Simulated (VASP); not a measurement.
```
Sm
1.0
   -2.05466     2.05466     2.05466
    2.05466    -2.05466     2.05466
    2.05466     2.05466    -2.05466
Sm
1
Direct
  0.00000   0.00000   0.00000
```
Starting moments (μB, in the order of the record's atoms Sm): 5.0.

Calculation: PBE GGA, VASP's PBE PAW potentials (set 64) (plane waves; VASP). Settings: 300 eV cut-off, 15×15×15 Γ-centred mesh, Fermi-Dirac smearing of 0.10 eV, potentials Sm.

At this cut-off the stress carries a Pulay error, which pulls relaxed volumes low.

**Question.** Give the stress tensor in GPa (positive for a compressed cell).

**Answer.** 
```
1.35  0.00  0.00
0.00  1.35  0.00
0.00  0.00  1.35
```
The pressure is its mean diagonal, 1.35 GPa.

The structure was generated: Sm was put into an ordered model structure, which need not be its known phase. The cell was not relaxed at this level.
